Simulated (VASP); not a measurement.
# Driving VASP from ASE on Ti, part 3 of 3

Do ASE scripts that read Ti from different structure formats give one answer, and do several routes find one equilibrium volume? All runs use r2SCAN. Left out of this account: at least 1 further run (self-consistent run: a reference on another mesh). The start is a computed cell from the Materials Project.

VASP 6.6.1, plane waves and PAW; the level of theory is named at each step.

So far. Step 4 (Full relaxation (r2SCAN, through ASE)): It ends with forces that vanish by symmetry and a pressure of 0.04 GPa. Step 5 (Equation of state by an ASE loop (r2SCAN)): The fit over cells of fixed shape and fractional positions puts the volume +0.70 % from the relaxed one.

The starting crystal is not the ambient structure of Ti (hexagonal, No. 194); it is a model or a phase of other conditions.

**6. BFGS in ASE (r2SCAN)**

Level of this step: r2SCAN; plane waves and PAW (Ti_sv) (VASP).

Here ASE drives the relaxation and calls VASP for forces and stress at each step.

Contents of run.py:

```python
import numpy as np
from ase.calculators.vasp import Vasp
from ase import Atoms
from ase.optimize import BFGS
from ase.filters import FrechetCellFilter

atoms = Atoms(['Ti', 'Ti', 'Ti'],
              cell=[[4.56737483, 0.0, 0.0], [-2.28368742, 3.95546263, 0.0], [0.0, 0.0, 2.82624427]],
              scaled_positions=[[0.0, 0.0, 0.0], [0.33333333, 0.66666667, 0.5], [0.66666667, 0.33333333, 0.5]],
              pbc=True)

calc = Vasp(
    xc='r2scan',
    pp='PBE',
    prec='Accurate',
    encut=400,
    ediff=1e-06,
    nelm=100,
    ismear=-1,
    sigma=0.05,
    lreal=False,
    algo='Normal',
    lasph=True,
    nbands=24,
    lorbit=11,
    lwave=False,
    lcharg=False,
    kpar=4,
    isif=2,
    pp_version='64',
    setups={'Ti': '_sv'},
    kpts=(8, 8, 11),
    gamma=True,
    txt='vasp.out',
)
atoms.calc = calc

BFGS(FrechetCellFilter(atoms)).run(fmax=0.02, steps=30)
print("cell (A, degrees):", np.round(atoms.cell.cellpar(), 4))
print("volume (A^3):", round(atoms.get_volume(), 4))
print("energy (eV):", round(atoms.get_potential_energy(), 6))
print("Fermi level (eV):", round(calc.get_fermi_level(), 4))
print("forces (eV/A):")
print(np.round(atoms.get_forces(), 4))
print("stress (GPa, Voigt, tension positive):", np.round(atoms.get_stress() * 160.21766, 3))
```

Potentials, in the order of the species: Ti_sv (PBE family, release 64).

The run is started by

```
export ASE_VASP_COMMAND="mpirun -np 4 vasp_std"
python run.py
```

Output:

```text
Step     Time          Energy          fmax
BFGS:    0 --:--:--      -38.880451        0.032619
BFGS:    1 --:--:--      -38.880415        0.027565
BFGS:    2 --:--:--      -38.880114        0.003461
cell (A, degrees): [  4.5661   4.5661   2.8236  90.      90.     120.    ]
volume (A^3): 50.9822
energy (eV): -38.870425
Fermi level (eV): 8.5358
forces (eV/A):
[[-0.  0.  0.]
 [-0. -0.  0.]
 [ 0.  0.  0.]]
stress (GPa, Voigt, tension positive): [-0.033 -0.033  0.021 -0.    -0.     0.   ]
```

It took 2.4 min on 4 MPI ranks of Intel Xeon Platinum 8559C (Emerald Rapids), shared host; peak memory 0.63 GiB.

ASE turned this into the INCAR:

```
ENCUT = 400.000000
SIGMA = 0.050000
EDIFF = 1.00e-06
ALGO = Normal
METAGGA = R2SCAN
PREC = Accurate
ISIF = 2
ISMEAR = -1
KPAR = 4
LORBIT = 11
NBANDS = 24
NELM = 100
LASPH = .TRUE.
LCHARG = .FALSE.
LWAVE = .FALSE.
LREAL = .FALSE.
```

The KPOINTS that ASE wrote:

```
KPOINTS created by Atomic Simulation Environment
0
Gamma
8 8 11
0 0 0
```

VASP's own log, vasp.out (the last of its runs):

```text
[... set-up lines as in an earlier step ...]
 entering main loop
       N       E                     dE             d eps       ncg     rms          rms(c)
DAV:   1     0.378560706951E+03    0.37856E+03   -0.16571E+04  2880   0.163E+03
DAV:   2    -0.256592617800E+01   -0.38113E+03   -0.37544E+03  2944   0.499E+02
DAV:   3    -0.481316272451E+02   -0.45566E+02   -0.44856E+02  5536   0.149E+02
DAV:   4    -0.517026460996E+02   -0.35710E+01   -0.35379E+01  3992   0.362E+01
DAV:   5    -0.518853227492E+02   -0.18268E+00   -0.18265E+00  4568   0.732E+00    0.181E+01
DAV:   6    -0.387553655990E+02    0.13130E+02   -0.23707E+01  3576   0.548E+01    0.313E+00
DAV:   7    -0.388346900474E+02   -0.79324E-01   -0.97302E-01  4200   0.744E+00    0.202E+00
DAV:   8    -0.389008511575E+02   -0.66161E-01   -0.42255E-01  4688   0.739E+00    0.211E+00
DAV:   9    -0.388809696165E+02    0.19882E-01   -0.44398E-01  4272   0.479E+00    0.636E-01
DAV:  10    -0.388797625192E+02    0.12071E-02   -0.51278E-02  4360   0.176E+00    0.128E-01
DAV:  11    -0.388800717523E+02   -0.30923E-03   -0.28365E-03  3880   0.476E-01    0.598E-02
DAV:  12    -0.388800979511E+02   -0.26199E-04   -0.16929E-04  4328   0.112E-01    0.393E-02
DAV:  13    -0.388801135189E+02   -0.15568E-04   -0.11146E-04  4120   0.720E-02    0.111E-02
DAV:  14    -0.388801123393E+02    0.11795E-05   -0.10872E-05  4320   0.310E-02    0.979E-03
DAV:  15    -0.388801137931E+02   -0.14538E-05   -0.25847E-06  3592   0.182E-02    0.500E-03
DAV:  16    -0.388801140705E+02   -0.27733E-06   -0.11331E-06  2168   0.964E-03
   1 F= -.38880114E+02 E0= -.38870425E+02  d E =-.193791E-01
```

Parts of OUTCAR (step 6):

```text
   ENCUT  =  400.0 eV  29.40 Ry    5.42 a.u.   7.45  7.45  4.60*2*pi/ulx,y,z

   NELECT =      36.0000    total number of electrons

 E-fermi :   8.5358

 k-point     1 :       0.0000    0.0000    0.0000
  band No.  band energies     occupation
    ...
     15       7.7289      2.00000
     16       7.7289      2.00000
     17       7.7537      2.00000
     18       7.7538      2.00000
     19       8.5530      0.82992
     20       9.3491      0.00000
     21       9.9679      0.00000
     22       9.9679      0.00000
     23      10.4881      0.00000
     24      10.4891      0.00000

  Total        0.0103817      0.0103817     -0.0067463     -0.0000000     -0.0000000      0.0000000
  in kB        0.3262590      0.3262590     -0.2120115     -0.0000000     -0.0000000      0.0000000
  external PRESSURE =       0.1468355 kB  Pullay stress =       0.0000000 kB

 POSITION                                       TOTAL-FORCE (eV/Angst)
 -----------------------------------------------------------------------------------
      0.00000      0.00000      0.00000        -0.000000      0.000000      0.000000
     -0.00000      2.63623      1.41179        -0.000000     -0.000000      0.000000
      2.28304      1.31811      1.41179         0.000000      0.000000      0.000000
 -----------------------------------------------------------------------------------
    total drift:                               -0.000000      0.000000      0.000000

  FREE ENERGIE OF THE ION-ELECTRON SYSTEM (eV)
  ---------------------------------------------------
  free  energy   TOTEN  =       -38.8801140705 eV

  energy  without entropy=      -38.8607349772  energy(sigma->0) =      -38.87042452

[... 5 parts as in an earlier step ...]

[... 11 further parts left out ...]
```

This step gave:

```yaml
optimizer_steps: 2
volume_after_bfgs: 16.99 Å³/atom
```

**7. Side by side**

| run | atoms | mesh | energy (eV/atom) | pressure (GPa) |
| --- | --- | --- | --- | --- |
| ASE, structure typed into the script | 3 | 8×8×11 | -12.95691 | -0.169 |
| ASE, structure read from a CIF with its space group | 3 | 6×6×8 | -12.95671 | -0.059 |

**8. Total energy, forces and stress (r2SCAN, through ASE) with a changed input**

This step: r2SCAN, spin-polarised from a default ferromagnetic start; plane waves and PAW (Ti_sv) (VASP 6.6.1).

This run is made with a changed input; what comes of it follows.

Changes to run.py since step 6:

```diff
@@ -3,4 +3,3 @@
 from ase import Atoms
-from ase.optimize import BFGS
-from ase.filters import FrechetCellFilter
+from ase.dft.bandgap import bandgap
 
@@ -17,3 +16,3 @@
     ediff=1e-06,
-    nelm=100,
+    nelm=53,
     ismear=-1,
@@ -29,2 +28,4 @@
     isif=2,
+    ispin=2,
+    nupdown=60,
     pp_version='64',
@@ -37,5 +38,2 @@
 
-BFGS(FrechetCellFilter(atoms)).run(fmax=0.02, steps=30)
-print("cell (A, degrees):", np.round(atoms.cell.cellpar(), 4))
-print("volume (A^3):", round(atoms.get_volume(), 4))
 print("energy (eV):", round(atoms.get_potential_energy(), 6))
@@ -45 +43,4 @@
 print("stress (GPa, Voigt, tension positive):", np.round(atoms.get_stress() * 160.21766, 3))
+print("magnetic moment (muB):", round(atoms.get_magnetic_moment(), 3))
+gap, p1, p2 = bandgap(calc, direct=False)
+print("gap on the mesh (eV):", round(gap, 4))
```

The job ended after 4.6 min (4 MPI ranks).

The INCAR that ASE wrote:

```
ENCUT = 400.000000
SIGMA = 0.050000
NUPDOWN = 60.000000
EDIFF = 1.00e-06
ALGO = Normal
METAGGA = R2SCAN
PREC = Accurate
ISIF = 2
ISMEAR = -1
ISPIN = 2
KPAR = 4
LORBIT = 11
NBANDS = 24
NELM = 53
LASPH = .TRUE.
LCHARG = .FALSE.
LWAVE = .FALSE.
LREAL = .FALSE.
```

ASE turned this into the KPOINTS:

```
KPOINTS created by Atomic Simulation Environment
0
Gamma
8 8 11
0 0 0
```

VASP's own log, vasp.out:

```text

```

The run was cut off at its time limit.

The fault in the input: moment fixed beyond the electrons or bands at hand (ISPIN = 2 and NUPDOWN = 60). NUPDOWN must fit the electron count, and NBANDS must hold the larger spin.

**9. Summary of results**

| Item | Value |
| --- | --- |
| energy, ASE, structure typed into the script | -12.95691 eV/atom |
| energy, ASE, structure read from a CIF with its space group | -12.95671 eV/atom |
| volume from VASP's own relaxation | 16.99 Å³/atom |
| volume from the fit of the ASE volume loop | 17.11 Å³/atom |
| volume from BFGS in ASE | 16.99 Å³/atom |

In words: With the structure read from a CIF with its space group, ASE's run differs from the first script by +0.2 meV an atom, which comes from its other mesh. The routes to the equilibrium volume agree within 0.70 %. A relaxation follows the stress, which carries a basis-set error, while a volume loop fits energies; every loop stops at a tolerance; VASP's relaxation keeps the plane waves of its start, while ASE starts VASP afresh at each cell, and a loop at fixed shape can't relax anything but the volume.

[Lines on the potential files, build, host, timing and source positions are cut from VASP's logs without a mark.]

[Logs are printed without paths, hosts, clocks, repeated set-up lines and the standing remarks that a program may print on its own settings, such as how far it seeks lower states.]

[Hosts, paths, dates, database ids (printed as entryN), source tags and the programs' standing remarks are cut or masked in the printed files.]

[A measured line is paired with the nearest computed mode of its activity, which favours agreement.]

[In band tables of VASP the shares of atoms and orbitals are scaled to a sum of 1 inside the atoms' spheres.]
